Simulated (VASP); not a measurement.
Level of theory: vdW-DF2, VASP's PBE PAW potentials (set 64) (plane waves; VASP).

VASP input:

### POSCAR
```
KZnF3
1.0
  4.2398493224   0.0000000000   0.0000000000
  0.0000000000   4.2398493224   0.0000000000
  0.0000000000   0.0000000000   4.2398493224
K Zn F
1 1 3
Direct
  0.0000000000   0.0000000000   0.0000000000
  0.5000000000   0.5000000000   0.5000000000
  0.5000000000   0.0000000000   0.5000000000
  0.0000000000   0.5000000000   0.5000000000
  0.5000000000   0.5000000000   0.0000000000
```

INCAR:
```
# general
SYSTEM    =  KZnF3
PREC      =  Accurate
ENCUT     =  520
LREAL     =  .FALSE.   # projection in real space or not
LASPH     =  .TRUE.   # aspherical one-centre terms

# electronic loop
EDIFF     =  1E-7   # SCF stop (eV)
NELM      =  100   # most electronic steps
ALGO      =  Normal   # blocked Davidson
LMAXMIX   =  4   # l cut-off of mixed one-centre charges

# smearing
ISMEAR    =  0   # Gaussian
SIGMA     =  0.05

# functional
GGA       =  ML
LUSE_VDW  =  .TRUE.
AGGAC     =  0.0
ZAB_VDW   =  -1.8867

# ions
ISIF      =  2   # forces and stress, cell fixed

# output
LWAVE     =  .FALSE.
LCHARG    =  .FALSE.
```

File KPOINTS:
```
Automatic mesh
0
Gamma
5 5 5
0 0 0
```

POTCAR, in this order: K_sv Zn F (PBE.64 set). Program: vasp_std.

Output of the run:

OSZICAR:
```
       N       E                     dE             d eps       ncg     rms          rms(c)
DAV:   1     0.451444959258E+03    0.45144E+03   -0.22792E+04   500   0.192E+03
DAV:   2     0.224888596035E+02   -0.42896E+03   -0.41979E+03   621   0.477E+02
DAV:   3    -0.129824840459E+02   -0.35471E+02   -0.35339E+02   575   0.153E+02
DAV:   4    -0.137885912252E+02   -0.80611E+00   -0.80535E+00   776   0.215E+01
DAV:   5    -0.138041423099E+02   -0.15551E-01   -0.15544E-01   639   0.240E+00    0.117E+01
DAV:   6    -0.104474815285E+02    0.33567E+01   -0.13413E+01   700   0.445E+01    0.600E+00
DAV:   7    -0.105155089878E+02   -0.68027E-01   -0.19059E+00   545   0.929E+00    0.400E+00
DAV:   8    -0.104883808676E+02    0.27128E-01   -0.68132E-01   634   0.127E+01    0.164E+00
DAV:   9    -0.104467005416E+02    0.41680E-01   -0.13596E-01   766   0.959E+00    0.461E-01
DAV:  10    -0.104451760660E+02    0.15245E-02   -0.40560E-02   739   0.347E+00    0.128E-01
DAV:  11    -0.104453092694E+02   -0.13320E-03   -0.48640E-03   569   0.622E-01    0.319E-02
DAV:  12    -0.104453766420E+02   -0.67373E-04   -0.28837E-04   716   0.288E-01    0.520E-02
DAV:  13    -0.104453298295E+02    0.46813E-04   -0.32915E-04   742   0.475E-01    0.917E-03
DAV:  14    -0.104453314761E+02   -0.16467E-05   -0.26639E-05   586   0.588E-02    0.606E-03
DAV:  15    -0.104453306670E+02    0.80912E-06   -0.27737E-06   734   0.334E-02    0.168E-03
DAV:  16    -0.104453306429E+02    0.24115E-07   -0.83806E-07   709   0.110E-02
   1 F= -.10445331E+02 E0= -.10445331E+02  d E =-.284605E-16
```

### OUTCAR
```
------------------------ aborting loop because EDIFF is reached ----------------------------------------
  FORCE on cell =-STRESS in cart. coord.  units (eV):
  Direction    XX          YY          ZZ          XY          YZ          ZX
  --------------------------------------------------------------------------------------
  Total       -1.6962415     -1.6962415     -1.6962415      0.0000000      0.0000000     -0.0000000
  in kB      -35.6571796    -35.6571796    -35.6571796      0.0000000      0.0000000     -0.0000000
  external PRESSURE =     -35.6571796 kB  Pullay stress =       0.0000000 kB
  volume of cell :       76.22
      direct lattice vectors                 reciprocal lattice vectors
     4.239849322  0.000000000  0.000000000     0.235857438  0.000000000  0.000000000
     0.000000000  4.239849322  0.000000000     0.000000000  0.235857438  0.000000000
     0.000000000  0.000000000  4.239849322     0.000000000  0.000000000  0.235857438
 POSITION                                       TOTAL-FORCE (eV/Angst)
 -----------------------------------------------------------------------------------
      0.00000      0.00000      0.00000         0.000000      0.000000      0.000000
      2.11992      2.11992      2.11992         0.000000      0.000000      0.000000
      2.11992      0.00000      2.11992         0.000000      0.000000      0.000000
      0.00000      2.11992      2.11992         0.000000      0.000000      0.000000
      2.11992      2.11992      0.00000         0.000000      0.000000      0.000000
 -----------------------------------------------------------------------------------
    total drift:                                0.000000     -0.000000     -0.000000
  FREE ENERGIE OF THE ION-ELECTRON SYSTEM (eV)
  ---------------------------------------------------
  free  energy   TOTEN  =       -10.4453306429 eV

  energy  without entropy=      -10.4453306429  energy(sigma->0) =      -10.44533064
```
(Selected blocks of OUTCAR.)

The compound is KZnF3 in the cubic perovskite structure. This cell is one point of a volume scan, at 1.06 of the reference volume.
